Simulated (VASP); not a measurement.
A convergence study with VASP on HfN (rock salt): one setting is varied, all else stays as given below, so the limit is that of these other settings.

```
HfN
1.0
    0.00000     2.26000     2.26000
    2.26000     0.00000     2.26000
    2.26000     2.26000     0.00000
Hf N
1 1
Direct
  0.00000   0.00000   0.00000
  0.50000   0.50000   0.50000
```

All values below come from PBE GGA, VASP's PBE PAW potentials (set 64) (plane waves; VASP 6.6.1). The tightest run used: 700 eV cut-off, 24×24×24 Γ-centred mesh, tetrahedra with Blöchl corrections, potentials Hf_pv N.

```json
[
 {"setting": "3×3×3 mesh", "E (eV/atom)": "-11.0097", "pressure (GPa)": "0.74", "irreducible k-points": "4"},
 {"setting": "4×4×4 mesh", "E (eV/atom)": "-10.9432", "pressure (GPa)": "1.87", "irreducible k-points": "8"},
 {"setting": "5×5×5 mesh", "E (eV/atom)": "-10.9088", "pressure (GPa)": "2.15", "irreducible k-points": "10"}
]
```

**Question.** These are the cheaper rows. Estimate the results at 24×24×24 mesh, and how far the last row shown lies from them.

**Answer.** 
```
quantity        tightest run  last row shown is off by
--------------  ------------  ------------------------
E (eV/atom)         -10.8804                   -0.0284
pressure (GPa)          2.55                     -0.39
```

Left out are rungs that failed or repeat a setting and relaxations that didn't move; long series are thinned to 24 rows.

The compound is HfN in the rock salt structure. The cell was not relaxed at this level. The electron count is odd and the run is not spin-polarised, which forces a metal.
